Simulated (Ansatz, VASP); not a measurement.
**Cr in VASP and in Ansatz**

```
CELL_PARAMETERS angstrom
-1.39485 1.39485 1.39485
1.39485 -1.39485 1.39485
1.39485 1.39485 -1.39485
ATOMIC_POSITIONS crystal
Cr 0.00000 0.00000 0.00000
```

Alike in both runs: task single point; functional PBE; k mesh 20 × 20 × 20; occupations gaussian, width 0.1 eV; no spin polarisation.

|  | VASP | Ansatz |
| --- | --- | --- |
| version | VASP 6.6.1 | Ansatz 0.2.0 |
| potentials or method | VASP PAW PBE potentials, release 64 (Cr_pv) | scalar-relativistic, plane waves, PAW |
| plane-wave cutoff (eV) | 520 | 420 |
| valence electrons in the cell | 12 | 14 |

|  | VASP | Ansatz | Ansatz less VASP |
| --- | --- | --- | --- |
| gap on the k mesh at the Fermi level (eV) | none | none | - |
| pressure (GPa) | 17.7 | 18.2 | +0.55 |

A gap of «none» marks a metal or a gap that the smearing closes. The two sets of potentials don't hold the same shells in valence.

Caveats: so large a pressure means that the cell lies far from this level's equilibrium, or that cutoff or potentials fall short (VASP); the run has no spin polarisation, though such a crystal can be magnetic. Spin polarisation is off, so any magnetic state and its effect on volume and gap are missing.
